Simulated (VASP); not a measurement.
# Pt (Platinum): input slips in a relaxation and what they do

Some relaxations of Pt (Platinum) get a fault in the input on purpose. Which of them show, and how? The starting structure is a measured crystal structure from the Crystallography Open Database.

Program: VASP 6.6.1. Level of theory: Kohn-Sham DFT with plane waves and PAW; PBEsol. Results are calculated unless marked as measured.

### 1. Starting point

Symmetry: Fm-3m, No. 225, cubic system. Conventional cell: a = 3.923 Å, b = 3.923 Å, c = 3.923 Å, α = 90.00°, β = 90.00°, γ = 90.00°. Nearest to Pt lie 12 Pt at 2.77 Å.

As a file:

```xyz
1
Lattice="0.0000 1.9615 1.9615 1.9615 0.0000 1.9615 1.9615 1.9615 0.0000" Properties=species:S:1:pos:R:3 pbc="T T T"
Pt    0.0000    0.0000    0.0000
```

### 2. Reference relaxation

INCAR reads:

```
SYSTEM = Pt
PREC = Accurate
ENCUT = 450
EDIFF = 1E-06
NELM = 100
ISMEAR = 1
SIGMA = 0.1
LREAL = .FALSE.
ALGO = Normal
GGA = PS
NBANDS = 11
LORBIT = 11
LWAVE = .FALSE.
LCHARG = .FALSE.
KPAR = 2
IBRION = 2
NSW = 50
ISIF = 3
EDIFFG = -0.01
```

POSCAR reads:

```
Pt
1.0
    0.0000000000      1.9615500000      1.9615500000
    1.9615500000      0.0000000000      1.9615500000
    1.9615500000      1.9615500000      0.0000000000
Pt
1
Direct
    0.0000000000      0.0000000000      0.0000000000
```

KPOINTS reads:

```
Automatic mesh
0
Gamma
12 12 12
0 0 0
```

PAW data sets: Pt (PBE family, release 64).

Run with:

```bash
> mpirun -np 2 vasp_std
```

Log:

```text
[banner, memory and clock lines left out]
running    2 mpi-ranks, on    1 nodes
 distrk:  each k-point on    1 cores,    2 groups
 distr:  one band on    1 cores,    1 groups

 POSCAR found type information on POSCAR Pt
 POSCAR found :  1 types and       1 ions
|                                                                             |
|               ----> ADVICE to this user running VASP <----                  |
|                                                                             |
|     You enforced a specific xc type in the INCAR file but a different       |
|     [... a line on the potential file left out ...]
|     I HOPE YOU KNOW WHAT YOU ARE DOING!                                     |
|                                                                             |

 LDA part: xc-table for (Slater+PW92), standard interpolation
 POSCAR, INCAR and KPOINTS ok, starting setup
 FFT: planning ... GRIDC
 FFT: planning ... GRID_SOFT
 FFT: planning ... GRID
 WAVECAR not read
 entering main loop
       N       E                     dE             d eps       ncg     rms          rms(c)
DAV:   1     0.335625702214E+02    0.33563E+02   -0.49037E+03  1656   0.745E+02
DAV:   2    -0.692428407463E+01   -0.40487E+02   -0.38894E+02  1818   0.165E+02
DAV:   3    -0.741231807646E+01   -0.48803E+00   -0.48557E+00  1845   0.171E+01
DAV:   4    -0.741429808699E+01   -0.19800E-02   -0.19799E-02  1835   0.128E+00
DAV:   5    -0.741431384666E+01   -0.15760E-04   -0.15759E-04  1851   0.106E-01    0.133E+01
DAV:   6    -0.701187929154E+01    0.40243E+00   -0.91708E-01  1695   0.758E+00    0.677E+00
DAV:   7    -0.696826406742E+01    0.43615E-01   -0.16657E-01  1821   0.307E+00    0.258E+00
DAV:   8    -0.696460542219E+01    0.36586E-02   -0.13105E-02  1731   0.101E+00    0.851E-01
DAV:   9    -0.696382704575E+01    0.77838E-03   -0.15174E-03  1746   0.332E-01    0.219E-02
DAV:  10    -0.696383220994E+01   -0.51642E-05   -0.12338E-05  1942   0.277E-02    0.611E-03
DAV:  11    -0.696383293043E+01   -0.72050E-06   -0.16064E-07  1002   0.390E-03
   1 F= -.69638329E+01 E0= -.69630873E+01  d E =-.696383E+01
 curvature:   0.00 expect dE= 0.000E+00 dE for cont linesearch  0.000E+00
 trial: gam= 0.00000 g(F)=  0.147E-64 g(S)=  0.193E-02 ort = 0.000E+00 (trialstep = 0.100E+01)
 search vector abs. value=  0.193E-02
 bond charge predicted
       N       E                     dE             d eps       ncg     rms          rms(c)
DAV:   1    -0.698710729112E+01   -0.23275E-01   -0.50073E-01  1638   0.658E+00    0.114E+00
DAV:   2    -0.696305052841E+01    0.24057E-01   -0.62024E-02  1611   0.192E+00    0.414E-01
DAV:   3    -0.696186417967E+01    0.11863E-02   -0.57000E-03  1818   0.540E-01    0.229E-01
DAV:   4    -0.696198947279E+01   -0.12529E-03   -0.35461E-04  1731   0.147E-01    0.374E-02
DAV:   5    -0.696197818476E+01    0.11288E-04   -0.33875E-05  1728   0.500E-02    0.554E-03
DAV:   6    -0.696197953066E+01   -0.13459E-05   -0.42810E-07  1399   0.502E-03    0.583E-04
DAV:   7    -0.696197954468E+01   -0.14023E-07   -0.50156E-08   867   0.178E-03
   2 F= -.69619795E+01 E0= -.69611922E+01  d E =0.185339E-02
 trial-energy change:    0.001853  1 .order    0.001903   -0.001935    0.005741
 step:   0.2596(harm=  0.2520)  dis= 0.00000  next Energy=    -6.964085 (dE=-0.252E-03)
 bond charge predicted
       N       E                     dE             d eps       ncg     rms          rms(c)
DAV:   1    -0.697725278738E+01   -0.15273E-01   -0.27056E-01  1629   0.488E+00    0.799E-01
DAV:   2    -0.696481789997E+01    0.12435E-01   -0.33426E-02  1611   0.139E+00    0.334E-01
DAV:   3    -0.696405821406E+01    0.75969E-03   -0.33989E-03  1794   0.423E-01    0.175E-01
DAV:   4    -0.696408779469E+01   -0.29581E-04   -0.12369E-04  1730   0.754E-02    0.909E-03
DAV:   5    -0.696408850820E+01   -0.71351E-06   -0.23284E-06  1919   0.109E-02
   3 F= -.69640885E+01 E0= -.69633335E+01  d E =-.255578E-03
 curvature:  -0.13 expect dE=-0.318E-06 dE for cont linesearch -0.318E-06
 trial: gam= 0.00000 g(F)=  0.366E-65 g(S)=  0.252E-05 ort =-0.699E-04 (trialstep = 0.852E+00)
 search vector abs. value=  0.252E-05
 reached required accuracy - stopping structural energy minimisation
```

Wall time 4.2 s (2 MPI ranks of Intel Xeon 6975P-C (Granite Rapids), shared host); peak memory 0.25 GiB; 7.6 s of CPU time.

Lines that name or quote the potential files are left out of all logs, and their timing lines are given in words.

From OUTCAR (step 2):

```text
ion  position               nearest neighbor table
   1  0.000  0.000  0.000-

  LATTYP: Found a face centered cubic cell.
 ALAT       =     3.9231000000

 Subroutine GETGRP returns: Found 48 space group operations
 (whereof 48 operations were pure point group operations)

The static configuration has the point symmetry O_h .

 Found     72 irreducible k-points:

   k-points           NKPTS =     72   k-points in BZ     NKDIM =     72   number of bands    NBANDS=     11

   dimension x,y,z NGX =    20 NGY =   20 NGZ =   20
   dimension x,y,z NGXF=    40 NGYF=   40 NGZF=   40

   ENCUT  =  450.0 eV  33.07 Ry    5.75 a.u.   4.80  4.80  4.80*2*pi/ulx,y,z

   NELECT =      10.0000    total number of electrons

 k-points in reciprocal lattice and weights: Automatic mesh
   0.00000000  0.00000000  0.00000000       0.001
   0.08333333  0.00000000  0.00000000       0.005
   0.16666667  0.00000000  0.00000000       0.005
   0.25000000  0.00000000  0.00000000       0.005
   0.33333333  0.00000000  0.00000000       0.005
   0.41666667  0.00000000  0.00000000       0.005
   0.50000000  0.00000000  0.00000000       0.002
   0.08333333  0.08333333  0.00000000       0.003
   0.16666667  0.08333333  0.00000000       0.014
[...]
-0.33333333  0.50000000  0.16666667       0.007
  -0.25000000  0.50000000  0.25000000       0.003

 average (electrostatic) potential at core
       1 -62.7508

 E-fermi :  11.1866

 k-point     1 :       0.0000    0.0000    0.0000
  band No.  band energies     occupation
    ...
      2       7.3431      2.00000
      3       7.3431      2.00000
      4       7.3431      2.00000
      5       9.5426      2.00000
      6       9.5426      2.00000
      7      25.7755      0.00000
      8      30.7524      0.00000
      9      30.7524      0.00000
     10      30.7524      0.00000
     11      36.0600      0.00000

 k-point     2 :       0.0833    0.0000    0.0000
  band No.  band energies     occupation
    ...
      2       7.2205      2.00000
      3       7.4518      2.00000
      4       7.4518      2.00000
      5       9.4835      2.00000
      6       9.4835      2.00000
      7      26.2056      0.00000
      8      29.4160      0.00000
      9      31.1824      0.00000
     10      31.1824      0.00000
     11      37.4419      0.00000

 k-point     3 :       0.1667    0.0000    0.0000
  band No.  band energies     occupation
    ...
      2       6.9744      2.00000
      3       7.6743      2.00000
      4       7.6743      2.00000
      5       9.4337      2.00000
      6       9.4337      2.00000
      7      27.0441      0.00000
      8      27.2093      0.00000
      9      32.3783      0.00000
     10      32.3783      0.00000
     11      36.1025      0.00000

  Total        0.0041760      0.0041760      0.0041760      0.0000000      0.0000000      0.0000000
  in kB        0.4451782      0.4451782      0.4451782      0.0000000      0.0000000      0.0000000
  external PRESSURE =       0.4451782 kB  Pullay stress =       0.0000000 kB

  energy-cutoff  :      450.00
  volume of cell :       15.03
      direct lattice vectors                 reciprocal lattice vectors
    -0.000000000  1.958710164  1.958710164    -0.255270029  0.255270029  0.255270029
     1.958710164 -0.000000000  1.958710164     0.255270029 -0.255270029  0.255270029
     1.958710164  1.958710164 -0.000000000     0.255270029  0.255270029 -0.255270029

 POSITION                                       TOTAL-FORCE (eV/Angst)
 -----------------------------------------------------------------------------------
      0.00000     -0.00000      0.00000         0.000000      0.000000      0.000000
 -----------------------------------------------------------------------------------
    total drift:                                0.000000      0.000000      0.000000

  FREE ENERGIE OF THE ION-ELECTRON SYSTEM (eV)
  ---------------------------------------------------
  free  energy   TOTEN  =        -6.9640885082 eV

  energy  without entropy=       -6.9618236121  energy(sigma->0) =       -6.96333354

 reached required accuracy - stopping structural energy minimisation

 total charge
# of ion       s       p       d       tot
------------------------------------------
    1        0.632   0.615   8.045   9.293

[... 3 further parts left out ...]
```

CONTCAR:

```
Pt
   1.00000000000000
    -0.0000000000000000    1.9587101641769848    1.9587101641769848
     1.9587101641769848   -0.0000000000000000    1.9587101641769848
     1.9587101641769848    1.9587101641769848   -0.0000000000000000
  Pt
     1
Direct
     0.0000000000000000    0.0000000000000000    0.0000000000000000
```

The PAW data sets were made with PBE, which is usual practice but a small mismatch for other functionals. The run keeps the 48 symmetry operations of its start, so it cannot find a distortion of lower symmetry.

The reference relaxation ends at 15.029 Å³ an atom.

### 3. Relaxation with a smearing far too wide

A slip made on purpose: a smearing far too wide. Against step 2 the input has ISMEAR = 0 and SIGMA = 2 (also changed: NELM).

Edit INCAR of step 2 so:

```diff
@@ -4,5 +4,5 @@
 EDIFF = 1E-06
-NELM = 100
-ISMEAR = 1
-SIGMA = 0.1
+NELM = 60
+ISMEAR = 0
+SIGMA = 2
 LREAL = .FALSE.
```

POSCAR is that of step 2.

KPOINTS is that of step 2.

Run with:

```bash
> mpirun -np 2 vasp_std
```

Log:

```text
[banner, memory and clock lines left out]
running    2 mpi-ranks, on    1 nodes
[...]
[... a notice as in an earlier step ...]

 LDA part: xc-table for (Slater+PW92), standard interpolation
 POSCAR, INCAR and KPOINTS ok, starting setup
[...]
entering main loop
       N       E                     dE             d eps       ncg     rms          rms(c)
DAV:   1     0.328090983247E+02    0.32809E+02   -0.49037E+03  1656   0.745E+02
DAV:   2    -0.790907736177E+01   -0.40718E+02   -0.38929E+02  1818   0.165E+02
DAV:   3    -0.839506982494E+01   -0.48599E+00   -0.48461E+00  1845   0.171E+01
DAV:   4    -0.839703594249E+01   -0.19661E-02   -0.19660E-02  1835   0.128E+00
[...]
DAV:   9    -0.794423105154E+01    0.19580E-03   -0.16377E-04  1761   0.118E-01    0.262E-02
DAV:  10    -0.794423621716E+01   -0.51656E-05   -0.36157E-06  1927   0.130E-02    0.352E-03
DAV:  11    -0.794423642850E+01   -0.21135E-06   -0.58769E-08   954   0.225E-03
   1 F= -.79442364E+01 E0= -.71357971E+01  d E =-.794424E+01
[... from here on, the cycles between the ionic steps are left out ...]
   2 F= -.78868014E+01 E0= -.69824728E+01  d E =0.574350E-01
   3 F= -.79573685E+01 E0= -.71214677E+01  d E =-.131321E-01
   4 F= -.79573815E+01 E0= -.71222379E+01  d E =-.131451E-01
[...]
reached required accuracy - stopping structural energy minimisation
```

Wall time 5.4 s (2 MPI ranks); peak memory 0.26 GiB; 9.7 s of CPU time.

OUTCAR, selected parts (step 3):

```text
  Total       -0.0033590     -0.0033590     -0.0033590      0.0000000      0.0000000      0.0000000
  in kB       -0.3448820     -0.3448820     -0.3448820      0.0000000      0.0000000      0.0000000
  external PRESSURE =      -0.3448820 kB  Pullay stress =       0.0000000 kB

 POSITION                                       TOTAL-FORCE (eV/Angst)
 -----------------------------------------------------------------------------------
      0.00000      0.00000      0.00000         0.000000      0.000000     -0.000000
 -----------------------------------------------------------------------------------
    total drift:                                0.000000     -0.000000      0.000000

  FREE ENERGIE OF THE ION-ELECTRON SYSTEM (eV)
  ---------------------------------------------------
  free  energy   TOTEN  =        -7.9573814950 eV

  energy  without entropy=       -6.2870943592  energy(sigma->0) =       -7.12223793

[... 2 parts as in an earlier step ...]

[... 2 further parts left out ...]
[key lines of the parts left out:]
E-fermi :  10.9447
```

With a smearing far too wide the cell ends at 15.605 Å³ an atom, +3.83 % from the reference.

### 4. Relaxation with the cell held fixed (ISIF = 2)

A slip made on purpose: the cell held fixed (ISIF = 2). Against step 2 the input has ISIF = 2 (also changed: NELM).

Edit INCAR of step 3 so:

```diff
@@ -5,4 +5,4 @@
 NELM = 60
-ISMEAR = 0
-SIGMA = 2
+ISMEAR = 1
+SIGMA = 0.1
 LREAL = .FALSE.
@@ -17,3 +17,3 @@
 NSW = 50
-ISIF = 3
+ISIF = 2
 EDIFFG = -0.01
```

POSCAR is that of step 3.

KPOINTS is that of step 3.

Run with:

```bash
> mpirun -np 2 vasp_std
```

Log:

```text
[... set-up lines as in an earlier step ...]
 entering main loop
       N       E                     dE             d eps       ncg     rms          rms(c)
[... 11 cycles as in an earlier step ...]
   1 F= -.69638329E+01 E0= -.69630873E+01  d E =-.696383E+01
[...]
reached required accuracy - stopping structural energy minimisation
```

Run time: 2.4 s. Hardware: 2 MPI ranks; peak memory 0.24 GiB; 3.7 s of CPU time.

From OUTCAR (step 4):

```text
  Total       -0.1156218     -0.1156218     -0.1156218     -0.0000000     -0.0000000      0.0000000
  in kB      -12.2721949    -12.2721949    -12.2721949     -0.0000000     -0.0000000      0.0000000
  external PRESSURE =     -12.2721949 kB  Pullay stress =       0.0000000 kB

 POSITION                                       TOTAL-FORCE (eV/Angst)
 -----------------------------------------------------------------------------------
      0.00000      0.00000      0.00000         0.000000      0.000000      0.000000
 -----------------------------------------------------------------------------------
    total drift:                                0.000000      0.000000      0.000000

  FREE ENERGIE OF THE ION-ELECTRON SYSTEM (eV)
  ---------------------------------------------------
  free  energy   TOTEN  =        -6.9638329304 eV

  energy  without entropy=       -6.9615959971  energy(sigma->0) =       -6.96308729

[... 2 parts as in an earlier step ...]

[... 2 further parts left out ...]
[key lines of the parts left out:]
E-fermi :  11.1022
```

With the cell held fixed (ISIF = 2) the cell ends at 15.095 Å³ an atom, +0.44 % from the reference.

### 5. Relaxation with a functional's name that the tag doesn't take

A slip made on purpose: a functional's name that the tag doesn't take. Against step 2 the input has GGA = PBESOL (also changed: NELM).

Edit INCAR of step 4 so:

```diff
@@ -9,3 +9,3 @@
 ALGO = Normal
-GGA = PS
+GGA = PBESOL
 NBANDS = 11
@@ -17,3 +17,3 @@
 NSW = 50
-ISIF = 2
+ISIF = 3
 EDIFFG = -0.01
```

POSCAR is that of step 4.

KPOINTS is that of step 4.

Run with:

```bash
> mpirun -np 2 vasp_std
```

Log:

```text
[banner, memory and clock lines left out]
running    2 mpi-ranks, on    1 nodes
[...]
|                                                                             |
|     EEEEEEE  RRRRRR   RRRRRR   OOOOOOO  RRRRRR      ###     ###     ###     |
|     E        R     R  R     R  O     O  R     R     ###     ###     ###     |
|     E        R     R  R     R  O     O  R     R     ###     ###     ###     |
|     EEEEE    RRRRRR   RRRRRR   O     O  RRRRRR       #       #       #      |
|     E        R   R    R   R    O     O  R   R                               |
|     E        R    R   R    R   O     O  R    R      ###     ###     ###     |
|     EEEEEEE  R     R  R     R  OOOOOOO  R     R     ###     ###     ###     |
|                                                                             |
|     Error: One of the selected functionals does not exist.                  |
|                                                                             |
|       ---->  I REFUSE TO CONTINUE WITH THIS SICK JOB ... BYE!!! <----       |
|                                                                             |

1
1
```

Run time: 2.6 s. Hardware: 2 MPI ranks.

VASP stopped with this message: “Error: One of the selected functionals does not exist”.

### 6. Relaxation with too few ionic steps

A slip made on purpose: too few ionic steps. Against step 2 the input has NSW = 2 (also changed: NELM).

Edit INCAR of step 5 so:

```diff
@@ -9,3 +9,3 @@
 ALGO = Normal
-GGA = PBESOL
+GGA = PS
 NBANDS = 11
@@ -16,3 +16,3 @@
 IBRION = 2
-NSW = 50
+NSW = 2
 ISIF = 3
```

POSCAR is that of step 5.

KPOINTS is that of step 5.

Run with:

```bash
> mpirun -np 2 vasp_std
```

Log:

```text
[... set-up lines as in an earlier step ...]
 entering main loop
       N       E                     dE             d eps       ncg     rms          rms(c)
[... 11 cycles as in an earlier step ...]
   1 F= -.69638329E+01 E0= -.69630873E+01  d E =-.696383E+01
[...]
N       E                     dE             d eps       ncg     rms          rms(c)
[... 7 cycles as in an earlier step ...]
   2 F= -.69619795E+01 E0= -.69611922E+01  d E =0.185339E-02
 trial-energy change:    0.001853  1 .order    0.001903   -0.001935    0.005741
 step:   0.2596(harm=  0.2520)  dis= 0.00000  next Energy=    -6.964085 (dE=-0.252E-03)
```

It took 3.4 s on 2 MPI ranks; peak memory 0.24 GiB.

OUTCAR, selected parts (step 6):

```text
  Total        0.3431062      0.3431062      0.3431062     -0.0000000      0.0000000     -0.0000000
  in kB       37.0338352     37.0338352     37.0338352     -0.0000000      0.0000000     -0.0000000
  external PRESSURE =      37.0338352 kB  Pullay stress =       0.0000000 kB

 POSITION                                       TOTAL-FORCE (eV/Angst)
 -----------------------------------------------------------------------------------
      0.00000     -0.00000      0.00000         0.000000      0.000000      0.000000
 -----------------------------------------------------------------------------------
    total drift:                                0.000000     -0.000000     -0.000000

  FREE ENERGIE OF THE ION-ELECTRON SYSTEM (eV)
  ---------------------------------------------------
  free  energy   TOTEN  =        -6.9619795447 eV

  energy  without entropy=       -6.9596175014  energy(sigma->0) =       -6.96119220

[... 1 part as in an earlier step ...]

[... 2 further parts left out ...]
[key lines of the parts left out:]
E-fermi :  11.4301
```

The relaxation used up its 2 ionic steps (NSW) before forces and stress met EDIFFG.

### 7. All runs side by side

```
                                          run            ended  volume (Å³/atom)  change (%)  pressure left (GPa)  core minutes
                                    reference        converged            15.029           -                 0.04          0.14
                      a smearing far too wide        converged            15.605        3.83                -0.03          0.18
               the cell held fixed (ISIF = 2)        converged            15.095        0.44                -1.23          0.08
a functional's name that the tag doesn't take  stopped by VASP                 -           -                    -        0.0867
                          too few ionic steps    not converged                 -           -                    -         0.113
```

Core minutes are wall time times ranks, summed over the relaxations behind a row (those for a bulk modulus apart), on shared hosts.

### 8. What came out

| Property | Result |
| --- | --- |
| volume of the reference | 15.03 Å³/atom |
| volume against the reference, a smearing far too wide | +3.83 % |
| volume against the reference, the cell held fixed (ISIF = 2) | +0.44 % |
| run with a functional's name that the tag doesn't take | stopped by VASP |
| run with too few ionic steps | not converged |

What this shows: VASP stopped by itself in the run with a functional's name that the tag doesn't take. The run with too few ionic steps didn't converge. Finished, but with signs in the output that stand out against the reference: a smearing far too wide, with the volume changed by +3.8 % (signs: 8.6 GPa at the first ionic step (reference: -1.2 GPa) and a large entropy term in the energy); the cell held fixed (ISIF = 2), with the volume kept at the input's, +0.4 % from the reference (signs: a stress of up to 1.2 GPa). Further runs on this material are not shown.

[Lines on the potential files, build, host, timing and source positions are cut from VASP's logs without a mark.]

[Logs are printed without paths, hosts, clocks, repeated set-up lines and the standing remarks that a program may print on its own settings, such as how far it seeks lower states.]

[Hosts, paths, dates, database ids (printed as entryN), source tags and the programs' standing remarks are cut or masked in the printed files.]
